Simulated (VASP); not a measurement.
Given:

```xyz
1
Lattice="0.0000 2.0400 2.0400 2.0400 0.0000 2.0400 2.0400 2.0400 0.0000" Properties=species:S:1:pos:R:3 pbc="T T T"
Au     0.0000     0.0000     0.0000
```

Level of theory: optB88-vdW, VASP's PBE PAW potentials (set 64) (plane waves; VASP). Numerical set-up: 520 eV cut-off, 14×14×14 Γ-centred mesh, first-order Methfessel-Paxton smearing of 0.10 eV, potentials Au.

Energy and stress use the plane-wave basis of the starting cell.

### Question
The ions, cell shape and volume are relaxed. Give the cell that the relaxation ends in.

### Answer

```xyz
1
Lattice="0.0000 2.0797 2.0797 2.0797 0.0000 2.0797 2.0797 2.0797 0.0000" Properties=species:S:1:pos:R:3 pbc="T T T"
Au     0.0000     0.0000     0.0000
```
Space group Fm-3m (225), at a tolerance of 0.03 Å.

### Question
How do energy and volume change from the first to the last step?

### Answer
The energy (σ→0) changes by -28.3 meV/atom and the volume by +6.0 %, in 4 ionic steps.

The compound is Au in the fcc structure. This run relaxes it. Symmetry was kept, so distortions that lower it aren't found.
